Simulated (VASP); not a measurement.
Be3BAs3, 7 atoms in the cell. The structure is tetragonal, space group P4/mmm (No. 123). Conventional cell: a = 3.794 Å, b = 3.794 Å, c = 8.134 Å, α = 90.00°, β = 90.00°, γ = 90.00°. Around Be (site symmetry 4mm) lie 1 As at 1.65 Å. Be (site symmetry 4/mmm) is surrounded by 4 As at 1.90 Å. B (site symmetry 4/mmm) is surrounded by 4 As at 1.90 Å. Around As (site symmetry mmm) lie 2 Be at 1.90 Å and 2 B at 1.90 Å. Around As (site symmetry 4/mmm) lie 2 Be at 1.65 Å. The cell was built by a generator and needn't be a form met in nature. The cell isn't the ideal one: random cell by space group and Wyckoff sites (P4/mmm, No. 123).

* Program: VASP 6.6.1
* Task: single point
* Functional: PBE
* Potentials or basis: VASP PAW PBE potentials, release 64 (Be, B, As)
* Cutoff: 520 eV
* k mesh: 4 × 4 × 2
* Occupations: gaussian, width 0.1 eV
* Spin: no spin polarisation
* Dipole correction: no
* Further INCAR settings: ALGO = Normal; EDIFF = 1e-07; NBANDS = 21

Potentials or basis: VASP PAW PBE potentials, release 64 (Be, B, As).

The run is started by

```bash
$ cat potpaw_PBE.64/Be/POTCAR potpaw_PBE.64/B/POTCAR potpaw_PBE.64/As/POTCAR > POTCAR
$ mpirun -np 1 vasp_std > vasp.out
```

Hardware: 1 thread of Intel(R) Xeon(R) 6975P-C (Granite Rapids), on a shared host.

Task: Estimate the wall time of this run.

Result: Run time: 20 s on 1 thread of Intel(R) Xeon(R) 6975P-C (Granite Rapids), with other jobs on the host, peak memory 0.21 GiB. Counts: scf iterations 18, k points 12.
